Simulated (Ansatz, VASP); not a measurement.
# Cross-check of Cu (generalised stacking fault on (111) of Cu) between VASP and Ansatz, part 2 of 3

One calculation is typed for both programs; each brings its own data sets. How far apart do they land? Of the first pair: The structure shown is the start of the Ansatz relaxation below; VASP solves that cell, so the two are compared at the walk's first step.

VASP 6.6.1 and Ansatz 0.2.0.

So far: Set-up; Ansatz: relaxation, PBE.

## (3) VASP: single point, PBE, start cell, pair 1

Level of this step: PBE; plane waves and PAW (Cu) (VASP).

The same cell, functional, mesh and smearing now go to VASP, with its own data sets.

Lines of VASP's logs that name or quote its potential files are left out, and so is its time.

The input, INCAR:

```
SYSTEM = Cu
PREC = Accurate
ENCUT = 520
EDIFF = 1E-06
NELM = 120
ISMEAR = -1
SIGMA = 0.1
LREAL = .FALSE.
ALGO = Normal
GGA = PE
NBANDS = 81
LASPH = .TRUE.
LORBIT = 11
LWAVE = .FALSE.
LCHARG = .FALSE.
ISIF = 2
GGA_COMPAT = .FALSE.
KPAR = 2
```

The input, POSCAR:

```
Cu
1.0
    2.5703400000      0.0000000000      0.0000000000
   -1.2851600000      2.2259800000      0.0000000000
    0.5140700000     -0.2968000000     25.1840200000
Cu
12
Direct
    0.9734007359      0.0265838017      0.1993406930
    0.2957095728      0.7042749648      0.2819545886
    0.6179624711      0.3820220665      0.3651962634
    0.9401898266      0.0597947110      0.4485447518
    0.2623989888      0.7375855488      0.5318753718
    0.5846268095      0.4153577281      0.6152119479
    0.9068376242      0.0931469134      0.6985385971
    0.2290654449      0.7709190927      0.7818751732
    0.5512746071      0.4487099305      0.8652057932
    0.8735019626      0.1264825750      0.9485542816
    0.1957548609      0.8042296767      0.0317959563
    0.5180636978      0.4819208398      0.1144098520
```

The input, KPOINTS:

```
Automatic mesh
0
Gamma
12 12 1
0 0 0
```

The projector-augmented-wave data sets are Cu (PBE family, release 64).

The run is started by

```sh
mpirun -np 2 vasp_std
```

Numbers of over 12 decimals in the logs are rounded to 6 here.

Log:

```text
[banner, memory and clock lines left out]
running    2 mpi-ranks, on    1 nodes
 distrk:  each k-point on    1 cores,    2 groups
 distr:  one band on    1 cores,    1 groups

 POSCAR found type information on POSCAR Cu
 POSCAR found :  1 types and      12 ions
 LDA part: xc-table for (Slater+PW92), standard interpolation
 POSCAR, INCAR and KPOINTS ok, starting setup
 FFT: planning ... GRIDC
 FFT: planning ... GRID_SOFT
 FFT: planning ... GRID
 WAVECAR not read
 entering main loop
       N       E                     dE             d eps       ncg     rms          rms(c)
DAV:   1     0.133096003742E+04    0.13310E+04   -0.54492E+04  6966   0.293E+03
DAV:   2     0.174047584510E+03   -0.11569E+04   -0.11191E+04  6966   0.561E+02
DAV:   3    -0.427381191059E+02   -0.21679E+03   -0.20070E+03  6974   0.270E+02
DAV:   4    -0.552605487568E+02   -0.12522E+02   -0.12246E+02  7739   0.909E+01
DAV:   5    -0.554811373549E+02   -0.22059E+00   -0.22033E+00  7974   0.137E+01    0.265E+01
DAV:   6    -0.488818255416E+02    0.65993E+01   -0.11021E+02  7804   0.129E+02    0.135E+01
DAV:   7    -0.447549416748E+02    0.41269E+01   -0.18804E+01  8092   0.710E+01    0.385E+00
DAV:   8    -0.448273189320E+02   -0.72377E-01   -0.69432E+00  8700   0.547E+01    0.188E+00
DAV:   9    -0.447830979163E+02    0.44221E-01   -0.17410E+00 10099   0.225E+01    0.197E+00
DAV:  10    -0.447572082903E+02    0.25890E-01   -0.53355E-01  8244   0.121E+01    0.163E+00
DAV:  11    -0.447548331535E+02    0.23751E-02   -0.97685E-02  7739   0.345E+00    0.145E+00
DAV:  12    -0.447203841471E+02    0.34449E-01   -0.81040E-02  7850   0.413E+00    0.408E-01
DAV:  13    -0.447193953034E+02    0.98884E-03   -0.18535E-02  8540   0.181E+00    0.170E-01
DAV:  14    -0.447192884561E+02    0.10685E-03   -0.26938E-03  8088   0.106E+00    0.103E-01
DAV:  15    -0.447194529856E+02   -0.16453E-03   -0.81599E-04  7882   0.556E-01    0.123E-01
DAV:  16    -0.447192740024E+02    0.17898E-03   -0.25180E-04  7972   0.356E-01    0.730E-02
DAV:  17    -0.447191987518E+02    0.75251E-04   -0.41588E-04  8244   0.281E-01    0.127E-02
DAV:  18    -0.447192076311E+02   -0.88793E-05   -0.11351E-04  8022   0.134E-01    0.131E-02
DAV:  19    -0.447192067648E+02    0.86630E-06   -0.87149E-06  7368   0.620E-02
   1 F= -.44719207E+02 E0= -.44646264E+02  d E =-.145885E+00
```

OUTCAR, selected parts (step 3):

```text
ion  position               nearest neighbor table
   1  0.973  0.027  0.199-  12 2.50  12 2.50   2 2.56   2 2.56   2 2.56
   2  0.296  0.704  0.282-   1 2.56   1 2.56   1 2.56   3 2.57   3 2.57   3 2.57
   3  0.618  0.382  0.365-   2 2.57   2 2.57   2 2.57   4 2.57   4 2.57   4 2.57
   4  0.940  0.060  0.449-   5 2.57   5 2.57   5 2.57   3 2.57   3 2.57   3 2.57
   5  0.262  0.738  0.532-   4 2.57   4 2.57   4 2.57   6 2.57   6 2.57   6 2.57
   6  0.585  0.415  0.615-   7 2.57   7 2.57   7 2.57   5 2.57   5 2.57   5 2.57
   7  0.907  0.093  0.699-   6 2.57   6 2.57   6 2.57   8 2.57   8 2.57   8 2.57
   8  0.229  0.771  0.782-   9 2.57   9 2.57   9 2.57   7 2.57   7 2.57   7 2.57
   9  0.551  0.449  0.865-   8 2.57   8 2.57   8 2.57  10 2.57  10 2.57  10 2.57
  10  0.874  0.126  0.949-  11 2.57  11 2.57  11 2.57   9 2.57   9 2.57   9 2.57
  11  0.196  0.804  0.032-  12 2.56  12 2.56  12 2.56  10 2.57  10 2.57  10 2.57
  12  0.518  0.482  0.114-   1 2.50   1 2.50  11 2.56  11 2.56  11 2.56

  LATTYP: Found a base centered monoclinic cell.
 ALAT       =     4.4519509443
 B/A-ratio  =     0.5773525496
 C/A-ratio  =     5.6584214458
 COS(beta)  =    -0.0235638654

 Subroutine GETGRP returns: Found  4 space group operations
 (whereof  1 operations were pure point group operations)

The static configuration has the point symmetry C_1 .
 The point group associated with its full space group is C_2h.

 Found     43 irreducible k-points:

   k-points           NKPTS =     43   k-points in BZ     NKDIM =     43   number of bands    NBANDS=     81

   dimension x,y,z NGX =    20 NGY =   20 NGZ =  192
   dimension x,y,z NGXF=    40 NGYF=   40 NGZF=  384

   ENCUT  =  520.0 eV  38.22 Ry    6.18 a.u.   4.78  4.78 46.84*2*pi/ulx,y,z

   NELECT =     132.0000    total number of electrons

 k-points in reciprocal lattice and weights: Automatic mesh
   0.00000000  0.00000000  0.00000000       0.007
   0.08333333 -0.00000000  0.00000000       0.028
   0.16666667  0.00000000  0.00000000       0.028
   0.25000000  0.00000000 -0.00000000       0.028
   0.33333333  0.00000000 -0.00000000       0.028
   0.41666667  0.00000000 -0.00000000       0.028
   0.50000000  0.00000000 -0.00000000       0.014
   0.08333333  0.08333333  0.00000000       0.014
   0.16666667  0.08333333 -0.00000000       0.028
[...]
-0.41666667  0.41666667  0.00000000       0.014
   0.50000000  0.50000000 -0.00000000       0.007

 average (electrostatic) potential at core
       1 -63.8625       2 -63.8814       3 -63.8730       4 -63.8734       5 -63.8731
       6 -63.8736       7 -63.8736       8 -63.8732       9 -63.8735      10 -63.8731
      11 -63.8814      12 -63.8625

 E-fermi :   7.3235

 k-point     1 :       0.0000    0.0000    0.0000
  band No.  band energies     occupation
    ...
     68       5.7030      2.00000
     69       5.7078      2.00000
     70       5.7369      2.00000
     71       5.7870      2.00000
     72       6.4289      1.99974
     73      11.0544      0.00000
     74      12.6641      0.00000
     75      12.6908      0.00000
     76      15.8525      0.00000
     77      15.9147      0.00000
    ...

 k-point     2 :       0.0833   -0.0000    0.0000
  band No.  band energies     occupation
    ...
     68       5.7449      2.00000
     69       5.8448      2.00000
     70       6.3862      1.99983
     71       6.4808      1.99956
     72       7.2654      1.28248
     73      11.1151      0.00000
     74      12.7810      0.00000
     75      12.8448      0.00000
     76      16.0049      0.00000
     77      16.1007      0.00000
    ...

 k-point     3 :       0.1667    0.0000    0.0000
  band No.  band energies     occupation
    ...
     66       5.7607      2.00000
     67       5.8167      2.00000
     68       6.0468      1.99999
     69       6.4003      1.99980
     70       7.2870      1.18033
     71       7.4796      0.34680
     72       8.5764      0.00001
     73      11.3247      0.00000
     74      13.1907      0.00000
     75      13.3008      0.00000
    ...

  Total        0.1790625      0.5267981      0.4341402      0.3011525      0.0768783     -0.1331554
  in kB        1.9910326      5.8575750      4.8272929      3.3485756      0.8548253     -1.4805816
  external PRESSURE =       4.2253002 kB  Pullay stress =       0.0000000 kB

  energy-cutoff  :      520.00
  volume of cell :      144.09
      direct lattice vectors                 reciprocal lattice vectors
     2.570340000  0.000000000  0.000000000     0.389053588  0.224618420 -0.005294390
    -1.285160000  2.225980000  0.000000000     0.000000000  0.449240335  0.005294410
     0.514070000 -0.296800000 25.184020000     0.000000000  0.000000000  0.039707719

 POSITION                                       TOTAL-FORCE (eV/Angst)
 -----------------------------------------------------------------------------------
      2.57028      0.00001      5.02020        -0.066703      0.038511     -0.009167
     -0.00009      1.48402      7.10075         0.005003     -0.002889      0.065361
      1.28515      0.74198      9.19711        -0.002701      0.001560      0.010375
      2.57035     -0.00003     11.29616        -0.001018      0.000588     -0.001817
     -0.00004      1.48399     13.39476         0.000785     -0.000453      0.000580
      1.28515      0.74198     15.49351        -0.000333      0.000192     -0.000403
      2.57027      0.00002     17.59201         0.000333     -0.000192      0.000403
     -0.00004      1.48399     19.69076        -0.000785      0.000453     -0.000580
      1.28508      0.74203     21.78936         0.001018     -0.000588      0.001817
      2.57027      0.00002     23.88841         0.002701     -0.001560     -0.010375
     -0.51406      1.78076      0.80075        -0.005003      0.002889     -0.065361
      0.77107      1.03879      2.88130         0.066703     -0.038511      0.009167
 -----------------------------------------------------------------------------------
    total drift:                               -0.000275      0.000162     -0.000945

  FREE ENERGIE OF THE ION-ELECTRON SYSTEM (eV)
  ---------------------------------------------------
  free  energy   TOTEN  =       -44.7192067648 eV

  energy  without entropy=      -44.5733220888  energy(sigma->0) =      -44.64626443

 total charge
# of ion       s       p       d       tot
------------------------------------------
    1        0.443   0.368   9.173   9.984
    2        0.443   0.374   9.171   9.989
    3        0.442   0.372   9.170   9.984
    4        0.442   0.371   9.171   9.984
    5        0.442   0.371   9.171   9.984
    6        0.442   0.371   9.171   9.984
    7        0.442   0.371   9.171   9.984
    8        0.442   0.371   9.171   9.984
    9        0.442   0.371   9.171   9.984
   10        0.442   0.372   9.170   9.984
   11        0.443   0.374   9.171   9.989
   12        0.443   0.368   9.173   9.984
--------------------------------------------------
tot          5.310   4.455 110.053 119.818

[... 3 further parts left out ...]
```

The run ends at a pressure of 0.42 GPa, with forces up to 0.078 eV/Å.

## (4) Differences

Known differences besides the potentials themselves: the data sets hold 228 valence electrons in Ansatz (on its default PAW (the set named soft_2) files) and 132 in VASP; the cutoff is 420 eV in Ansatz and 520 eV in VASP. Total energies have different zeros and are not compared.

Forces on 8 of the 12 atoms, those with the largest forces and the largest differences (eV/Å; atoms numbered as in POSCAR):

| atom | Ansatz x, y, z | VASP x, y, z |
| --- | --- | --- |
| Cu1 | -0.067, 0.039, -0.009 | -0.067, 0.039, -0.009 |
| Cu2 | 0.005, -0.003, 0.065 | 0.005, -0.003, 0.065 |
| Cu3 | -0.003, 0.002, 0.011 | -0.003, 0.002, 0.010 |
| Cu7 | 0.000, 0.000, 0.000 | 0.000, 0.000, 0.000 |
| Cu9 | 0.001, 0.000, 0.002 | 0.001, -0.001, 0.002 |
| Cu10 | 0.003, -0.002, -0.011 | 0.003, -0.002, -0.010 |
| Cu11 | -0.005, 0.003, -0.065 | -0.005, 0.003, -0.065 |
| Cu12 | 0.067, -0.039, 0.008 | 0.067, -0.039, 0.009 |

The forces differ by 0.4 meV/Å r.m.s., which is 1.6 % of the r.m.s. force of 0.024 eV/Å (both taken over all components).

## (5) VASP: single point, PBE, pair 2

With cell and atoms fixed, the geometry can't cause a difference; cores, projectors, grids and the points listed under the comparison can.

INCAR: that of step 3 with these lines changed.

```diff
@@ -2,3 +2,3 @@
 PREC = Accurate
-ENCUT = 520
+ENCUT = 600
 EDIFF = 1E-06
```

The input, POSCAR:

```
Cu
1.0
    2.5703400000      0.0000000000      0.0000000000
   -1.2851600000      2.2259800000      0.0000000000
    0.1285200000     -0.0742000000     25.1840200000
Cu
12
Direct
    0.9933800000      0.0066200000      0.1985400000
    0.3239400000      0.6760600000      0.2818750000
    0.6545000000      0.3455000000      0.3652100000
    0.9850500000      0.0149500000      0.4485400000
    0.3156000000      0.6844000000      0.5318750000
    0.6461600000      0.3538400000      0.6152100000
    0.9767200000      0.0232800000      0.6985400000
    0.3072800000      0.6927200000      0.7818750000
    0.6378300000      0.3621700000      0.8652100000
    0.9683800000      0.0316200000      0.9485400000
    0.2989400000      0.7010600000      0.0318750000
    0.6295000000      0.3705000000      0.1152100000
```

KPOINTS is that of step 3.

The run is started by

```sh
mpirun -np 2 vasp_std
```

Log:

```text
[... set-up lines as in an earlier step ...]
 entering main loop
       N       E                     dE             d eps       ncg     rms          rms(c)
DAV:   1     0.140014014211E+04    0.14001E+04   -0.59579E+04  6966   0.326E+03
DAV:   2     0.196218686637E+03   -0.12039E+04   -0.11637E+04  6966   0.607E+02
DAV:   3    -0.404090776500E+02   -0.23663E+03   -0.21994E+03  6966   0.289E+02
DAV:   4    -0.552629771008E+02   -0.14854E+02   -0.14455E+02  7588   0.993E+01
[...]
DAV:  17    -0.447686067878E+02    0.31305E-05   -0.20034E-05  8977   0.824E-02    0.144E-02
DAV:  18    -0.447686048498E+02    0.19381E-05   -0.17788E-05  7643   0.859E-02    0.305E-03
DAV:  19    -0.447686051304E+02   -0.28066E-06   -0.39042E-06  6036   0.339E-02
   1 F= -.44768605E+02 E0= -.44695839E+02  d E =-.145533E+00
```

Parts of OUTCAR (step 5):

```text
  Total       -0.0284377      0.0945416     -0.2769587      0.1065044      0.0970422     -0.1680798
  in kB       -0.3162046      1.0512272     -3.0795602      1.1842444      1.0790316     -1.8689141
  external PRESSURE =      -0.7815126 kB  Pullay stress =       0.0000000 kB

 POSITION                                       TOTAL-FORCE (eV/Angst)
 -----------------------------------------------------------------------------------
      2.57033      0.00000      5.00004        -0.077634      0.044822      0.027267
      0.00002      1.48398      7.09875         0.001156     -0.000667      0.001158
      1.28520      0.74198      9.19746        -0.000920      0.000531     -0.000573
      2.57035     -0.00000     11.29604        -0.000345      0.000199      0.000279
     -0.00001      1.48400     13.39475        -0.000019      0.000011      0.000067
      1.28518      0.74199     15.49346        -0.000298      0.000172     -0.000193
      2.57036     -0.00001     17.59205         0.000298     -0.000172      0.000193
      0.00004      1.48397     19.69076         0.000019     -0.000011     -0.000067
      1.28519      0.74198     21.78947         0.000345     -0.000199     -0.000279
      2.57034      0.00000     23.88805         0.000920     -0.000531      0.000573
     -0.12850      1.55818      0.80274        -0.001156      0.000667     -0.001158
      1.15668      0.81618      2.90145         0.077634     -0.044822     -0.027267
 -----------------------------------------------------------------------------------
    total drift:                                0.000002     -0.000001     -0.000358

  FREE ENERGIE OF THE ION-ELECTRON SYSTEM (eV)
  ---------------------------------------------------
  free  energy   TOTEN  =       -44.7686051304 eV

  energy  without entropy=      -44.6230725877  energy(sigma->0) =      -44.69583886

[... 1 part as in an earlier step ...]

[... 2 further parts left out ...]
[key lines of the parts left out:]
E-fermi :   7.3212
```

The run ends at a pressure of -0.08 GPa, with forces up to 0.094 eV/Å.

## (6) Ansatz: single point, PBE, pair 2

The same cell, functional, mesh and smearing now go to Ansatz, which takes its cutoff from its data sets.

The cell is taken from a series of runs on this material, whose earlier steps may have relaxed, scaled, displaced or heated it; both programs get it as it stands.

The input, input.yaml:

```yaml
crystal:
  lattice:
    - [2.57034, 0.0, 0.0]
    - [-1.28516, 2.22598, 0.0]
    - [0.12852, -0.0742, 25.18402]
  atoms:
    - { symbol: Cu, position: [0.99338, 0.00662, 0.19854] }
    - { symbol: Cu, position: [0.32394, 0.67606, 0.28187] }
    - { symbol: Cu, position: [0.6545, 0.3455, 0.36521] }
    - { symbol: Cu, position: [0.98504, 0.01496, 0.44854] }
    - { symbol: Cu, position: [0.3156, 0.6844, 0.53187] }
    - { symbol: Cu, position: [0.64616, 0.35384, 0.61521] }
    - { symbol: Cu, position: [0.97672, 0.02328, 0.69854] }
    - { symbol: Cu, position: [0.30728, 0.69272, 0.78187] }
    - { symbol: Cu, position: [0.63782, 0.36218, 0.86521] }
    - { symbol: Cu, position: [0.96838, 0.03162, 0.94854] }
    - { symbol: Cu, position: [0.29894, 0.70106, 0.03187] }
    - { symbol: Cu, position: [0.6295, 0.3705, 0.11521] }
kpoints:
  mp_grid: { grid: [12, 12, 1] }
hamiltonian:
  xc: pbe
scf:
  occupations: { method: fermi_dirac, width: 0.1 }
output:
  forces: true
  stress: true
  populations: true
  dos:
    method: { smearing: { sigma: 0.08 } }
    de: 0.1
    projected: { site_lists: { Cu: [Cu] } }
  eigenvalues: true
  write_density: true
  write_potential: true
  volumetric_format: npy
```

The run is started by

```sh
ansatz run input.yaml --threads 6 --pin off --max-ram 102400MiB --backend cuda --events-out ev --progress --plain --runs-dir out
```

Log:

```text
[...]
GPU FFT provider: cuFFT
GPU libraries: cuBLAS 13.8.2, cuFFT 12.4.0, cuSOLVER 12.3.4
Crystal: 12 atoms, lattice volume = 144.091 Å³
Basis set: ecut = 420 eV, 2889 PW (Γ), exchange–correlation on 36×36×360 points (8 copies of the dense FFT grid, shifted against one another)
[...]
--- Löwdin populations: 12 sites ---
  site symbol       q [e]
     0     Cu     18.8365
     1     Cu     18.8366
     2     Cu     18.8365
     3     Cu     18.8365
     4     Cu     18.8366
     5     Cu     18.8365
     6     Cu     18.8365
     7     Cu     18.8366
     8     Cu     18.8365
     9     Cu     18.8365
    10     Cu     18.8366
    11     Cu     18.8365
  spilling = 0.008603 (of n_electrons = 228.000000)
[key lines of the parts left out:]
SCF converged after 7 iterations
Free energy (F): -79502.125586 eV
Fermi energy:    16.361147 eV
P = ⅓ Tr σ = -0.5614 GPa (-5.614 kbar)
```

## (7) Differences

What differs besides the data sets and the points named for the pairs above, as far as they apply: the data sets hold 228 valence electrons in Ansatz (on its default PAW (the set named soft_2) files) and 132 in VASP; the cutoff is 420 eV in Ansatz and 600 eV in VASP. Total energies have different zeros and are not compared.

Compared:

| quantity | Ansatz | VASP | difference |
| --- | --- | --- | --- |
| pressure (GPa) | -0.56 | -0.08 | -0.48 |

Forces on 7 of the 12 atoms, those with the largest forces and the largest differences (eV/Å; atoms numbered as in POSCAR):

| atom | Ansatz x, y, z | VASP x, y, z |
| --- | --- | --- |
| Cu1 | -0.078, 0.045, 0.027 | -0.078, 0.045, 0.027 |
| Cu2 | 0.001, -0.001, 0.002 | 0.001, -0.001, 0.001 |
| Cu3 | -0.001, 0.001, -0.001 | -0.001, 0.001, -0.001 |
| Cu8 | 0.000, 0.000, 0.001 | 0.000, 0.000, 0.000 |
| Cu10 | 0.001, -0.001, 0.000 | 0.001, -0.001, 0.001 |
| Cu11 | -0.001, 0.001, 0.000 | -0.001, 0.001, -0.001 |
| Cu12 | 0.078, -0.045, -0.028 | 0.078, -0.045, -0.027 |

The forces differ by 0.4 meV/Å r.m.s., which is 2.0 % of the r.m.s. force of 0.022 eV/Å (both taken over all components).

(Part 2 of 3 ends here.)

[Lines on the potential files, build, host, timing and source positions are cut from VASP's logs without a mark.]

[Logs are printed without paths, hosts, clocks, repeated set-up lines and the standing remarks that a program may print on its own settings, such as how far it seeks lower states.]

[Hosts, paths, dates, database ids (printed as entryN), source tags and the programs' standing remarks are cut or masked in the printed files.]
